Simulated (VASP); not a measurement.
Here is the system:

```
AlP
1.0
    3.86348     0.00000     0.00000
   -1.93174     3.34587     0.00000
    0.00000     0.00000     6.34144
Al P
2 2
Direct
  0.33333   0.66667   0.00007
  0.66667   0.33333   0.50007
  0.33333   0.66667   0.37493
  0.66667   0.33333   0.87493
```

These are PBEsol GGA, VASP's PBE PAW potentials (set 64) (plane waves; VASP) values and carry that method's errors. Run with 400 eV cut-off, Gaussian smearing of 0.050 eV, potentials Al P.

**Question.** Give the energies of bands 3 to 11 at the high-symmetry points, in eV from the valence-band maximum.

**Answer.** 
| band | Γ | M | K | A | L | H |
|---|---|---|---|---|---|---|
| 3 | -5.67 | -5.41 | -4.65 | -3.31 | -5.51 | -5.28 |
| 4 | -0.93 | -4.52 | -4.65 | -3.31 | -5.51 | -5.28 |
| 5 | -0.93 | -3.56 | -4.16 | -0.51 | -1.67 | -3.50 |
| 6 | -0.11 | -2.20 | -2.64 | -0.51 | -1.67 | -3.50 |
| 7 | 0.00 | -2.08 | -2.64 | -0.51 | -1.65 | -1.24 |
| 8 | 0.00 | -0.86 | -2.47 | -0.51 | -1.65 | -1.24 |
| 9 | 2.32 | 1.82 | 2.09 | 3.15 | 2.20 | 3.02 |
| 10 | 3.17 | 3.28 | 6.08 | 3.15 | 2.20 | 3.02 |
| 11 | 4.18 | 3.92 | 6.08 | 4.69 | 3.19 | 4.60 |

The gap is indirect, 1.82 eV, from the valence maximum at Γ to the conduction minimum at M.

The structure comes from a computed database's AlP entry (P6_3mc); how it stands against other phases isn't given here. The cell was not relaxed at this level.
